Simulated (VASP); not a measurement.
# Ti2SiTe2 (P4/mmm) in VASP: notebook

The runs below take Ti2SiTe2 through relaxation of cell and atoms, with PBE.

Everything below comes from runs of VASP 6.6.1. Logs are shortened: lines on timing, memory, paths and dates and some standing lists are left out, and cuts for length are marked.

### Step 1. The crystal as given

Symmetry: P4/mmm, No. 123, tetragonal system. The conventional cell has a = 4.796 Å, b = 4.796 Å, c = 4.704 Å, α = 90.00°, β = 90.00°, γ = 90.00°. Ti (site symmetry mmm) is surrounded by 2 Si at 2.40 Å and 2 Te at 2.40 Å. Si (site symmetry 4/mmm) has 2 Te at 2.35 Å and 4 Ti at 2.40 Å as nearest neighbours. Te (site symmetry 4/mmm) is surrounded by 4 Ti at 2.40 Å. Te (site symmetry 4/mmm) has 2 Si at 2.35 Å as nearest neighbours.

The cell was built by a generator and needn't be a form met in nature.

### Step 2. Relaxation of cell and atoms, PBE

Contents of INCAR:

```
SYSTEM = Ti2SiTe2
PREC = Normal
ENCUT = 520
EDIFF = 1E-4
ISMEAR = 0
SIGMA = 0.15
LREAL = .FALSE.
LASPH = .TRUE.
NELM = 60
ALGO = Fast
ISIF = 3
LWAVE = .FALSE.
LCHARG = .FALSE.
GGA = PE
IBRION = 2
NSW = 24
EDIFFG = -0.08
KPAR = 2
```

Contents of KPOINTS:

```
regular mesh
0
G
  3 3 3
  0 0 0
```

Contents of POSCAR:

```
Ti2SiTe2
1.0
    4.7963188100      0.0000000000      0.0000000000
    0.0000000000      4.7963188100      0.0000000000
    0.0000000000      0.0000000000      4.7036016300
Ti Si Te
2 1 2
Direct
    0.0000000000      0.5000000000      0.0000000000
    0.5000000000      0.0000000000      0.0000000000
    0.5000000000      0.5000000000      0.0000000000
    0.0000000000      0.0000000000      0.0000000000
    0.5000000000      0.5000000000      0.5000000000
```

Potentials or basis: VASP PAW PBE potentials, release 64 (Ti_sv, Si, Te).

Started as:

```sh
$ cat potpaw_PBE.64/Ti_sv/POTCAR potpaw_PBE.64/Si/POTCAR potpaw_PBE.64/Te/POTCAR > POTCAR
$ mpirun -np 2 vasp_std > vasp.out
```

OUTCAR:

```text
SYSTEM = Ti2SiTe2
   PREC = Normal
   ENCUT = 520
   EDIFF = 1E-4
   ISMEAR = 0
   LREAL = .FALSE.
   LASPH = .TRUE.
   NELM = 60
   ISIF = 3
   GGA = PE
   IBRION = 2
   NSW = 24
   EDIFFG = -0.08

 ion  position               nearest neighbor table
   1  0.000  0.500  0.000-   3 2.40   4 2.40   4 2.40   3 2.40
   2  0.500  0.000  0.000-   3 2.40   4 2.40   3 2.40   4 2.40
   3  0.500  0.500  0.000-   5 2.35   5 2.35   1 2.40   2 2.40   2 2.40   1 2.40   4 3.39   4 3.39
                             4 3.39   4 3.39
   4  0.000  0.000  0.000-   1 2.40   2 2.40   1 2.40   2 2.40   3 3.39   3 3.39   3 3.39   3 3.39

   5  0.500  0.500  0.500-   3 2.35   3 2.35

  LATTYP: Found a simple tetragonal cell.
 ALAT       =     4.7963188100
 C/A-ratio  =     0.9806690957

  Lattice vectors:

 A1 = (   4.7963188100,   0.0000000000,   0.0000000000)
 A2 = (   0.0000000000,   4.7963188100,   0.0000000000)
 A3 = (   0.0000000000,   0.0000000000,   4.7036016300)

Analysis of symmetry for initial positions (statically):
=====================================================================
 Subroutine PRICEL returns:
 Original cell was already a primitive cell.

 Routine SETGRP: Setting up the symmetry group for a
 simple tetragonal supercell.

 Subroutine GETGRP returns: Found 16 space group operations
 (whereof 16 operations were pure point group operations)
 out of a pool of 16 trial point group operations.

The static configuration has the point symmetry D_4h.

Analysis of symmetry for dynamics (positions and initial velocities):
=====================================================================
 Subroutine PRICEL returns:
 Original cell was already a primitive cell.

 Routine SETGRP: Setting up the symmetry group for a
 simple tetragonal supercell.

 Subroutine GETGRP returns: Found 16 space group operations
 (whereof 16 operations were pure point group operations)
 out of a pool of 16 trial point group operations.

The dynamic configuration has the point symmetry D_4h.

 Subroutine INISYM returns: Found 16 space group operations
 (whereof 16 operations are pure point group operations),
 and found     1 'primitive' translations

----------------------------------------------------------------------------------------

                                     Primitive cell

  volume of cell :     108.2048

  direct lattice vectors                    reciprocal lattice vectors
     4.796318810  0.000000000  0.000000000     0.208493230  0.000000000  0.000000000
     0.000000000  4.796318810  0.000000000     0.000000000  0.208493230  0.000000000
     0.000000000  0.000000000  4.703601630     0.000000000  0.000000000  0.212603039

  length of vectors
     4.796318810  4.796318810  4.703601630     0.208493230  0.208493230  0.212603039

  position of ions in fractional coordinates (direct lattice)
     0.000000000  0.500000000  0.000000000
     0.500000000  0.000000000  0.000000000
     0.500000000  0.500000000  0.000000000
     0.000000000  0.000000000  0.000000000
     0.500000000  0.500000000  0.500000000

  ion indices of the primitive-cell ions
   primitive index   ion index
                 1           1
                 2           2
                 3           3
                 4           4
                 5           5

----------------------------------------------------------------------------------------

 KPOINTS: regular mesh

Automatic generation of k-mesh.
 Grid dimensions read from file:
 generate k-points for:    3    3    3

 Generating k-lattice:

  Cartesian coordinates                     Fractional coordinates (reciprocal lattice)
     0.069497743  0.000000000  0.000000000     0.333333333  0.000000000  0.000000000
     0.000000000  0.069497743  0.000000000     0.000000000  0.333333333  0.000000000
     0.000000000  0.000000000  0.070867680     0.000000000  0.000000000  0.333333333

  Length of vectors
     0.069497743  0.069497743  0.070867680

  Shift w.r.t. Gamma in fractional coordinates (k-lattice)
     0.000000000  0.000000000  0.000000000

 Subroutine IBZKPT returns following result:
 ===========================================

 Found      6 irreducible k-points:

 Following reciprocal coordinates:
            Coordinates               Weight
  0.000000  0.000000  0.000000      1.000000
  0.333333  0.000000  0.000000      4.000000
  0.333333  0.333333  0.000000      4.000000
  0.000000  0.000000  0.333333      2.000000
  0.333333  0.000000  0.333333      8.000000
  0.333333  0.333333  0.333333      8.000000
   k-points           NKPTS =      6   k-points in BZ     NKDIM =      6   number of bands    NBANDS=     24
   number of dos      NEDOS =    301   number of ions     NIONS =      5
   total plane-waves  NPLWV =  21952
   dimension x,y,z NGX =    28 NGY =   28 NGZ =   28
   dimension x,y,z NGXF=    56 NGYF=   56 NGZF=   56
   ions per type =               2   1   2
   NGX,Y,Z   is equivalent  to a cutoff of   9.71,  9.71,  9.90 a.u.
   NGXF,Y,Z  is equivalent  to a cutoff of  19.41, 19.41, 19.79 a.u.
 SYSTEM =  Ti2SiTe2
   PREC   = normal    normal or accurate (medium, high low for compatibility)
   ISTART =      0    job   : 0-new  1-cont  2-samecut
   ICHARG =      2    charge: 1-file 2-atom 10-const
   ISPIN  =      1    spin polarized calculation?
   LNONCOLLINEAR =      F non collinear calculations
   LSORBIT =      F    spin-orbit coupling
   LASPH  =      T    aspherical Exc in radial PAW
   ENCUT  =  520.0 eV  38.22 Ry    6.18 a.u.   8.92  8.92  8.75*2*pi/ulx,y,z
   NELM   =     60;   NELMIN=  2; NELMDL= -5     # of ELM steps
   EDIFF  = 0.1E-03   stopping-criterion for ELM
   LREAL  =      F    real-space projection
   EDIFFG = -.8E-01   stopping-criterion for IOM
   NSW    =     24    number of steps for IOM
   IBRION =      2    ionic relax: 0-MD 1-quasi-New 2-CG
   NFREE  =      1    steps in history (QN), initial steepest desc. (CG)
   ISIF   =      3    stress and relaxation
   ISYM   =      2    0-nonsym 1-usesym 2-fastsym
   POTIM  = 0.5000    time-step for ionic-motion
   TEBEG  =    0.0;   TEEND  =   0.0 temperature during run
   PSTRESS=    0.0 pullay stress
   NELECT =      40.0000    total number of electrons
   NUPDOWN=      -1.0000    fix difference up-down
   EMIN   =  10.00;   EMAX   =-10.00  energy-range for DOS
   EFERMI =   0.00;   METHOD = LEGACY
   ISMEAR =     0;   SIGMA  =   0.15  broadening in eV -4-tet -1-fermi 0-gaus
   EFERMI_NEDOS =   21; number of points for ismear=-14 and -15
   IALGO  =     68    algorithm
   IMIX   =      4    mixing-type and parameters
     AMIX     =   0.40;   BMIX     =  1.00
     AMIX_MAG =   1.60;   BMIX_MAG =  1.00
  volume/ion in A,a.u.               =      21.64       146.04
  Fermi-wavevector in a.u.,A,eV,Ry     =   1.174932  2.220299 18.782360  1.380465
  Thomas-Fermi vector in A             =   2.311321
   LORBIT       =      0    0 simple, 1 ext, 2 COOP (PROOUT), +10 PAW based schemes
   GGA     = PE    functional components
   LHFCALC =     F    Hartree Fock is set to
   AEXX    =    0.0000 exact exchange contribution
   IVDW    =     0    specifies the selected vdW correction
   LEPSILON=     F    determine dielectric tensor
   LRPA    =     F    only Hartree local field effects (RPA)
 conjugate gradient relaxation of ions
 non-spin polarized calculation
 RMM-DIIS sequential band-by-band and
 Gauss-broadening in eV      SIGMA  =   0.15
  energy-cutoff  :      520.00
  volume of cell :      108.20
 maximum number of plane-waves:      2923
   NGX = 17   NGY = 17   NGZ = 17

--------------------------------------- Ionic step        1  -------------------------------------------

 number of electron      40.0000089 magnetization

 Free energy of the ion-electron system (eV)
  ---------------------------------------------------
  ext. energy  EPLUGINS =         0.00000000
  ---------------------------------------------------
  free energy    TOTEN  =       -24.15557718 eV

  energy without entropy =      -24.09979484  energy(sigma->0) =      -24.12768601

 E-fermi :   8.5926     XC(G=0): -10.1791

 val. band max:        8.5722756654   @ k =   0.0000   0.0000   0.3333
 cond. band min:       8.6463510931   @ k =   0.0000   0.0000   0.0000
 fundamental gap:      0.0740754277
 Fermi energy:         8.5925747700
[... 198 lines left out ...]
--------------------------------------- Ionic step        2  -------------------------------------------

 number of electron      40.0000067 magnetization

------------------------ aborting loop EDIFF was not reached (unconverged)  ----------------------------

  FORCE on cell =-STRESS in cart. coord.  units (eV):
  Direction    XX          YY          ZZ          XY          YZ          ZX
  --------------------------------------------------------------------------------------
  -------------------------------------------------------------------------------------
  Total       12.5627844     12.5627844      5.4275690      0.0000000      0.0000000     -0.0000000
  in kB      112.3568719    112.3568719     48.5421589      0.0000000      0.0000000     -0.0000000
  external PRESSURE =      91.0853009 kB  Pullay stress =       0.0000000 kB
[... 26 lines left out ...]
--------------------------------------- Ionic step        3  -------------------------------------------

 number of electron      39.9999922 magnetization

------------------------ aborting loop EDIFF was not reached (unconverged)  ----------------------------

  FORCE on cell =-STRESS in cart. coord.  units (eV):
  Direction    XX          YY          ZZ          XY          YZ          ZX
  --------------------------------------------------------------------------------------
  -------------------------------------------------------------------------------------
  Total       10.2150539     10.2150539      0.9118860      0.0000000      0.0000000      0.0000000
  in kB       55.1707586     55.1707586      4.9250297      0.0000000      0.0000000      0.0000000
  external PRESSURE =      38.4221823 kB  Pullay stress =       0.0000000 kB
[... 192 lines left out ...]
     23      -0.6186      0.27726
     24      -0.5507      0.08426

[... ionic steps 4 to 12 ...]

--------------------------------------- Ionic step       13  -------------------------------------------

 number of electron      40.0000026 magnetization

 E-fermi :   4.5476     XC(G=0):  -8.5140
[... 242 lines left out ...]
--------------------------------------- Ionic step       15  -------------------------------------------

 number of electron      40.0000048 magnetization

 Free energy of the ion-electron system (eV)
  ---------------------------------------------------
  ext. energy  EPLUGINS =         0.00000000
  ---------------------------------------------------
  free energy    TOTEN  =       -26.69143802 eV

  energy without entropy =      -26.59325098  energy(sigma->0) =      -26.64234450

 E-fermi :   5.3053     XC(G=0):  -8.8177

 val. band max:        5.2970212465   @ k =   0.3333   0.0000   0.3333
 cond. band min:       5.3688955050   @ k =   0.3333   0.0000   0.0000
 fundamental gap:      0.0718742585
 Fermi energy:         5.3052799186
[... 192 lines left out ...]
  FREE ENERGIE OF THE ION-ELECTRON SYSTEM (eV)
  ---------------------------------------------------
  free  energy   TOTEN  =       -26.6914380189 eV

  energy  without entropy=      -26.5932509774  energy(sigma->0) =      -26.64234450

 reached required accuracy - stopping structural energy minimisation
```

Wall time 3.8 min (2 MPI ranks of Intel Xeon 6975P-C (Granite Rapids), shared host); peak memory 0.16 GiB.

What came out:

```yaml
Free_energy: -26.6914 eV
Relaxed_volume: 29.39 Å³/atom
Relaxed_cell: a = 5.210 Å, b = 5.210 Å, c = 5.413 Å, α = 90.00°, β = 90.00°, γ = 90.00°
Space_group_after_relaxing_to_0.05_Å: P4/mmm (No. 123)
Energy_gained_by_relaxing: 507.2 meV/atom
Ionic_steps: 15
Pressure_after_relaxing: -0.3 GPa
Band_gap_on_the_k_mesh: none (metal or under the smearing width)
```

The path:
```tsv
step	energy change (eV)	largest force (eV/Å)	pressure (GPa)	volume (Å³)
1	0.0000	0.0000	28.09	108.20
2	54.4597	0.0000	9.11	179.14
3	123.4500	0.0000	3.84	296.65
4	77.9697	0.0000	-2.14	666.08
5	90.8505	0.0000	-2.80	435.42
6	181.4038	0.0000	8.27	359.08
7	10.7677	0.0000	-6.21	411.71
8	9.3083	0.0000	-5.92	384.79
9	8.7075	0.0000	-6.67	371.79
10	-1.3852	0.0000	-6.53	187.44
11	-2.2601	0.0000	-2.33	159.99
12	-2.2664	0.0000	0.98	152.61
13	-2.2851	0.0000	-0.86	156.24
14	-2.5255	0.0000	-0.44	148.28
15	-2.5359	0.0000	-0.28	146.93
```

Final structure:
```
Ti Si Te
1.0
     5.21015    0.00000    0.00000
     0.00000    5.21015    0.00000
     0.00000    0.00000    5.41254
Ti Si Te
2 1 2
Cartesian
  0.0000 2.6051 0.0000
  2.6051 5.2102 0.0000
  2.6051 2.6051 0.0000
  0.0000 5.2102 0.0000
  2.6051 2.6051 2.7063
```

Levels at points of the mesh, in eV from the Fermi level:
```tsv
k point	band 17	band 18	band 19	band 20	band 21	band 22	band 23	band 24
(0.00, 0.00, 0.00)	-1.69	-1.54	-0.62	-0.62	-0.16	-0.07	0.20	0.99
```

Caveat: the k mesh is coarse (spacing up to 0.45 Å⁻¹), so the values aren't converged; the volume moved by over 15 % at a fixed basis, so the end points are rough; the relaxation stopped at a loose force limit of 0.08 eV/Å, so its end isn't a converged minimum.

### Step 3. Relaxation of cell and atoms, PBE

This run uses another cell than the first one, of 27.94 Å³/atom, 1.291 times its volume.

INCAR is that of step 2.

Contents of KPOINTS:

```
regular mesh
0
G
  4 4 2
  0 0 0
```

Contents of POSCAR:

```
Ti2SiTe2
1.0
    4.4167637600      0.0000000000      0.0000000000
   -2.2083818800      3.8250296200      0.0000000000
    0.0000000000      0.0000000000      8.2698329700
Ti Si Te
2 1 2
Direct
    0.3333333300      0.6666666700      0.7122960100
    0.3333333300      0.6666666700      0.2877039900
    0.6666666700      0.3333333300      0.0000000000
    0.6666666700      0.3333333300      0.5000000000
    0.0000000000      0.0000000000      0.0000000000
```

Potentials or basis: VASP PAW PBE potentials, release 64 (Ti_sv, Si, Te).

Started as:

```sh
$ cat potpaw_PBE.64/Ti_sv/POTCAR potpaw_PBE.64/Si/POTCAR potpaw_PBE.64/Te/POTCAR > POTCAR
$ mpirun -np 2 vasp_std > vasp.out
```

It took 4.4 min on 2 MPI ranks of Intel Xeon 6975P-C (Granite Rapids), shared host; peak memory 0.2 GiB.

It converged, with:

```yaml
Free_energy: -27.7081 eV
Relaxed_volume: 21.99 Å³/atom
Relaxed_cell: a = 4.619 Å, b = 4.619 Å, c = 5.951 Å, α = 90.00°, β = 90.00°, γ = 120.00°
Space_group_after_relaxing_to_0.05_Å: P-6m2 (No. 187)
Energy_gained_by_relaxing: 735.8 meV/atom
Ionic_steps: 17
Pressure_after_relaxing: -0.1 GPa
Largest_force_after_relaxing: 0.030 eV/Å
Band_gap_on_the_k_mesh: none (metal or under the smearing width)
```

Forces in eV/Å, atoms in the order of the input:
```
Ti   0.000  0.000  0.030
Ti   0.000  0.000 -0.030
Si   0.000  0.000  0.000
Te   0.000  0.000  0.000
Te   0.000  0.000  0.000
```

Stress tensor (GPa, compression positive):
```
-0.05  0.00  0.00
 0.00 -0.05  0.00
 0.00  0.00 -0.24
```

Step by step:
```csv
step,energy change (eV),largest force (eV/Å),pressure (GPa),volume (Å³)
1,0.0000,0.2948,-4.78,139.71
2,-1.0440,0.3125,-2.94,123.17
3,-0.9530,3.2285,20.03,89.53
4,-1.4221,1.4476,4.32,108.05
5,-2.4815,1.5748,2.55,107.26
6,0.4137,0.7872,15.18,97.39
7,-2.7877,2.0959,2.15,105.80
8,-2.7946,1.9959,2.22,105.30
9,-3.1462,0.9113,-2.98,110.42
10,-3.1639,0.9314,-3.59,111.37
11,-3.5773,0.6143,0.88,105.08
12,-3.5968,0.3623,2.52,103.77
13,-3.6662,0.0831,1.46,107.39
14,-3.6630,0.2185,0.62,110.59
15,-3.6726,0.0215,0.95,108.81
16,-3.6737,0.0870,-0.64,111.14
17,-3.6789,0.0299,-0.11,109.97
```

Final structure:
```xyz
5
Lattice="4.6194 0.0000 0.0000 -2.3097 4.0005 0.0000 0.0000 0.0000 5.9506" Properties=species:S:1:pos:R:3 pbc="T T T"
Ti    0.0000    2.6670    4.6872
Ti    0.0000    2.6670    1.2635
Si    2.3097    1.3335    0.0000
Te    2.3097    1.3335    2.9753
Te    0.0000    0.0000    0.0000
```

Levels at points of the mesh, in eV from the Fermi level:
| k point | band 16 | band 17 | band 18 | band 19 | band 20 | band 21 | band 22 | band 23 | band 24 |
| --- | --- | --- | --- | --- | --- | --- | --- | --- | --- |
| (0.00, 0.00, 0.00) | -2.46 | -2.14 | -2.14 | -1.49 | -1.35 | -0.28 | -0.28 | 1.55 | 1.64 |
| (0.50, 0.00, 0.00) | -3.20 | -3.18 | -0.91 | -0.71 | 0.25 | 0.46 | 0.54 | 1.17 | 1.21 |
| (0.00, 0.00, 0.50) | -2.91 | -2.35 | -2.35 | -2.10 | -0.28 | -0.09 | 0.22 | 0.22 | 1.57 |
| (0.50, 0.00, 0.50) | -2.76 | -2.21 | -1.35 | -0.67 | -0.27 | 0.26 | 0.52 | 0.53 | 0.95 |

Caveat: the k mesh is coarse (spacing up to 0.41 Å⁻¹), so the values aren't converged; the volume moved by over 15 % at a fixed basis, so the end points are rough; the relaxation stopped at a loose force limit of 0.08 eV/Å, so its end isn't a converged minimum. Spin-orbit coupling is left out, which matters for the levels of Te.
